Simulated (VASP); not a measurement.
Output of a VASP run:

File OSZICAR:
```
       N       E                     dE             d eps       ncg     rms          rms(c)
DAV:   1     0.178754860306E+03    0.17875E+03   -0.13362E+04  5258   0.177E+03
DAV:   2    -0.151408545127E+02   -0.19390E+03   -0.18706E+03  5260   0.339E+02
DAV:   3    -0.245223613175E+02   -0.93815E+01   -0.89919E+01  5798   0.991E+01
DAV:   4    -0.247373854095E+02   -0.21502E+00   -0.21417E+00  6111   0.134E+01
DAV:   5    -0.247448591744E+02   -0.74738E-02   -0.74724E-02  6220   0.237E+00    0.177E+01
DAV:   6    -0.250306098888E+02   -0.28575E+00   -0.49761E+01  5897   0.115E+02    0.166E+01
DAV:   7    -0.216418299392E+02    0.33888E+01   -0.14868E+01  5799   0.646E+01    0.360E+00
DAV:   8    -0.216659108640E+02   -0.24081E-01   -0.81062E-01  7347   0.161E+01    0.291E+00
DAV:   9    -0.216240414904E+02    0.41869E-01   -0.25783E-01  6921   0.188E+01    0.168E+00
DAV:  10    -0.216035404851E+02    0.20501E-01   -0.49957E-02  7071   0.699E+00    0.472E-01
DAV:  11    -0.216035719312E+02   -0.31446E-04   -0.84429E-03  7813   0.213E+00    0.443E-01
DAV:  12    -0.216022563704E+02    0.13156E-02   -0.34186E-03  7478   0.205E+00    0.118E-01
DAV:  13    -0.216022620066E+02   -0.56362E-05   -0.46710E-04  7366   0.396E-01    0.352E-02
DAV:  14    -0.216022539144E+02    0.80922E-05   -0.46507E-05  5877   0.846E-02    0.146E-02
DAV:  15    -0.216022509919E+02    0.29225E-05   -0.67986E-06  6105   0.441E-02    0.526E-03
DAV:  16    -0.216022503847E+02    0.60719E-06   -0.84382E-07  3080   0.153E-02
   1 F= -.21602250E+02 E0= -.21602651E+02  d E =0.120305E-02
```

### OUTCAR
```
------------------------ aborting loop because EDIFF is reached ----------------------------------------
  FORCE on cell =-STRESS in cart. coord.  units (eV):
  Direction    XX          YY          ZZ          XY          YZ          ZX
  --------------------------------------------------------------------------------------
  Total       -2.7180377     -3.5841375     -3.6381467      0.0000000      0.0000000      0.0000000
  in kB      -95.8437313   -126.3842338   -128.2887122      0.0000000      0.0000000      0.0000000
  external PRESSURE =    -116.8388924 kB  Pullay stress =       0.0000000 kB
  volume of cell :       45.44
      direct lattice vectors                 reciprocal lattice vectors
     3.505056000  0.000000000  0.000000000     0.285302146  0.000000000  0.000000000
     0.000000000  3.594961000  0.000000000     0.000000000  0.278167134  0.000000000
     0.000000000  0.000000000  3.605896000     0.000000000  0.000000000  0.277323583
 POSITION                                       TOTAL-FORCE (eV/Angst)
 -----------------------------------------------------------------------------------
      0.00000      0.00000      0.00000         0.160065      0.000000      0.000000
      0.00000      1.79748      1.80295         0.422762      0.000000      0.000000
      1.75253      0.00000      1.80295        -0.032361      0.000000      0.000000
      1.83507      1.79748      0.00000        -0.550466      0.000000      0.000000
 -----------------------------------------------------------------------------------
    total drift:                                0.000113     -0.000000      0.000011
  FREE ENERGIE OF THE ION-ELECTRON SYSTEM (eV)
  ---------------------------------------------------
  free  energy   TOTEN  =       -21.6022503847 eV

  energy  without entropy=      -21.6034534325  energy(sigma->0) =      -21.60265140

 total charge

# of ion       s       p       d       tot
------------------------------------------
    1        0.734   0.785   0.000   1.519
    2        0.456   0.503   8.425   9.384
    3        0.457   0.505   8.428   9.391
    4        0.460   0.508   8.431   9.399
--------------------------------------------------
tot          2.107   2.302  25.285  29.694
```
(Selected blocks of OUTCAR.)

### POSCAR
```
Ni3Si
1
    3.5050560000     0.0000000000     0.0000000000
    0.0000000000     3.5949610000     0.0000000000
    0.0000000000     0.0000000000     3.6058960000
Si Ni
1 3
Direct
  0.0000000000   0.0000000000   0.0000000000
  0.0000000000   0.5000000000   0.5000000000
  0.5000000000   0.0000000000   0.5000000000
  0.5235490000   0.5000000000   0.0000000000
```

### Question
Reconstruct the remaining input files.

### Answer
One answer among several that fit: the input of the run itself, PBE GGA + U (Dudarev), plane waves, VASP's PBE PAW potentials (set 64).

**KPOINTS**
```
Automatic mesh
0
Gamma
8 8 8
0 0 0
```

### INCAR
```
# general
SYSTEM    = Ni3Si
PREC      = Accurate
ENCUT     = 400   # plane-wave cut-off (eV)
LREAL     = .FALSE.
LASPH     = .TRUE.   # aspherical one-centre terms

# electronic loop
EDIFF     = 1E-6
NELM      = 100
ALGO      = Normal
LMAXMIX   = 4   # l cut-off of mixed one-centre charges

# smearing
ISMEAR    = 1
SIGMA     = 0.1

# functional
GGA       = PE   # PBE

# DFT+U
LDAU      = .TRUE.
LDAUTYPE  = 2   # Dudarev
LDAUL     = -1 2
LDAUU     = 0 1.0
LDAUJ     = 0 0
LDAUPRINT = 1

# ions
ISIF      = 2

# output
LWAVE     = .FALSE.
LCHARG    = .FALSE.
LORBIT    = 10
```

POTCAR, in this order: Si Ni (PBE.64 set). Program: vasp_std.

The compound is Ni3Si in the L1_2 structure. The cell was not relaxed at this level, atoms are displaced from their ideal sites. The run is one of a series of settings (LDAU = .TRUE., LDAUJ = 0 0, LDAUL = -1 2, LDAUTYPE = 2, LDAUU = 0 1.0 against the base run), some of them coarse on purpose. The run is not spin-polarised, so no magnetic state was tried.
